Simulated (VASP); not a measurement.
Computed with PBEsol GGA, VASP's PBE PAW potentials (set 64) (plane waves; VASP).

VASP ran on this input.

INCAR:
```
ALGO = Normal   # blocked Davidson
NSW = 40
LWAVE = F
NELM = 100   # most electronic steps
GGA = PS
LMAXMIX = 6
PREC = Accurate
EDIFFG = -0.02
LCHARG = F
LREAL = F
SIGMA = 0.1
IBRION = 2   # conjugate gradients
ENCUT = 500   # plane-wave cut-off (eV)
PSTRESS = 450
ISMEAR = 1   # Methfessel-Paxton
LASPH = T   # aspherical one-centre terms
ISIF = 3
EDIFF = 1E-6
SYSTEM = Os
```

POSCAR:
```
Os
1.0
  1.3257273223  -2.2962265817   0.0000000000
  1.3257273223   2.2962265817   0.0000000000
  0.0000000000   0.0000000000   4.2024406175
Os
2
Cartesian
  1.3257273223   0.7654103914   1.0506101544
  1.3257273223  -0.7654103914   3.1518304631
```

**KPOINTS**
```
Automatic mesh
0
Gamma
16 16 9
0 0 0
```

POTCAR, in this order: Os (PBE.64 set). Program: vasp_std.

Output

OSZICAR:
```
       N       E                     dE             d eps       ncg     rms          rms(c)
DAV:   1     0.105606675905E+03    0.10561E+03   -0.76417E+03  3600   0.126E+03
DAV:   2    -0.189546277834E+02   -0.12456E+03   -0.11295E+03  3820   0.409E+02
DAV:   3    -0.254780303201E+02   -0.65234E+01   -0.60433E+01  4268   0.785E+01
DAV:   4    -0.256128911970E+02   -0.13486E+00   -0.13400E+00  3812   0.111E+01
DAV:   5    -0.256144797498E+02   -0.15886E-02   -0.15878E-02  4208   0.949E-01    0.297E+01
DAV:   6    -0.245734304229E+02    0.10410E+01   -0.91556E-01  3880   0.880E+00    0.146E+01
DAV:   7    -0.242104839097E+02    0.36295E+00   -0.80216E-01  4008   0.811E+00    0.637E-01
DAV:   8    -0.242039884103E+02    0.64955E-02   -0.94044E-03  3672   0.880E-01    0.385E-01
DAV:   9    -0.242022482509E+02    0.17402E-02   -0.18635E-03  3916   0.525E-01    0.484E-02
DAV:  10    -0.242022650064E+02   -0.16756E-04   -0.55633E-05  4096   0.701E-02    0.132E-02
DAV:  11    -0.242022448747E+02    0.20132E-04   -0.49770E-06  3732   0.291E-02    0.158E-03
DAV:  12    -0.242022441982E+02    0.67651E-06   -0.13037E-07  1908   0.412E-03
   1 F= -.17015992E+02 E0= -.17016085E+02  d E =-.170160E+02
```

### OUTCAR
```
------------------------ aborting loop because EDIFF is reached ----------------------------------------
  FORCE on cell =-STRESS in cart. coord.  units (eV):
  Direction    XX          YY          ZZ          XY          YZ          ZX
  --------------------------------------------------------------------------------------
  Total        7.1984582      7.1984551      7.1982642     -0.0000000      0.0000000      0.0000000
  in kB      450.7643302    450.7641349    450.7521794     -0.0000000      0.0000000      0.0000000
  external PRESSURE =       0.7602148 kB  Pullay stress =     450.0000000 kB
  volume of cell :       25.59
      direct lattice vectors                 reciprocal lattice vectors
     1.325727322 -2.296226582  0.000000000     0.377151464 -0.217748546  0.000000000
     1.325727322  2.296226582  0.000000000     0.377151464  0.217748546  0.000000000
     0.000000000  0.000000000  4.202440617     0.000000000  0.000000000  0.237956961
 POSITION                                       TOTAL-FORCE (eV/Angst)
 -----------------------------------------------------------------------------------
      1.32573      0.76541      1.05061        -0.000000      0.000000      0.000000
      1.32573     -0.76541      3.15183         0.000000     -0.000000      0.000000
 -----------------------------------------------------------------------------------
    total drift:                                0.000000      0.000011     -0.000019
  FREE ENERGIE OF THE ION-ELECTRON SYSTEM (eV)
  ---------------------------------------------------
  free  energy   TOTEN  =       -24.2022441982 eV

  energy  without entropy=      -24.2025235091  energy(sigma->0) =      -24.20233730
  enthalpy is  TOTEN    =       -17.0159919185 eV   P V=        7.1862522797

 reached required accuracy - stopping structural energy minimisation
```
(Selected blocks of OUTCAR.)

The compound is Os in the hcp structure. It was relaxed first under an external pressure of 45 GPa.
